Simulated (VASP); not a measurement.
Data:

```
HfB2
1.0
    1.56671    -2.71363     0.00000
    1.56671     2.71363     0.00000
    0.00000     0.00000     3.46649
Hf B
1 2
Cartesian
  0.00000   0.00000   0.00000
  1.56671   0.90454   1.73325
  1.56671  -0.90454   1.73325
```

Level of theory: TPSS meta-GGA, VASP's PBE PAW potentials (set 64) (plane waves; VASP). Run with 520 eV cut-off, 13×13×10 Γ-centred mesh, tetrahedra with Blöchl corrections, potentials Hf_pv B.

Problem. Give the energies of bands 5 to 11 at the high-symmetry points, in eV from the Fermi level.

Solution. 
```json
[
 {"band": "5", "Γ": "-3.29", "M": "-9.40", "K": "-8.62", "A": "-8.62", "L": "-7.81", "H": "-9.49"},
 {"band": "6", "Γ": "-3.14", "M": "-4.36", "K": "-8.04", "A": "-1.38", "L": "-5.22", "H": "-5.74"},
 {"band": "7", "Γ": "-3.14", "M": "-3.65", "K": "-2.81", "A": "-1.38", "L": "-4.97", "H": "-3.40"},
 {"band": "8", "Γ": "-2.98", "M": "-3.16", "K": "-2.81", "A": "0.13", "L": "-2.89", "H": "-3.40"},
 {"band": "9", "Γ": "3.92", "M": "1.96", "K": "1.54", "A": "0.13", "L": "3.79", "H": "4.38"},
 {"band": "10", "Γ": "3.92", "M": "2.60", "K": "1.54", "A": "0.80", "L": "4.04", "H": "5.28"},
 {"band": "11", "Γ": "4.56", "M": "5.43", "K": "3.22", "A": "0.80", "L": "6.16", "H": "6.87"}
]
```

It has no gap at this level: it comes out as a metal or semimetal.

The compound is HfB2 in the AlB2 type structure. It was relaxed first.
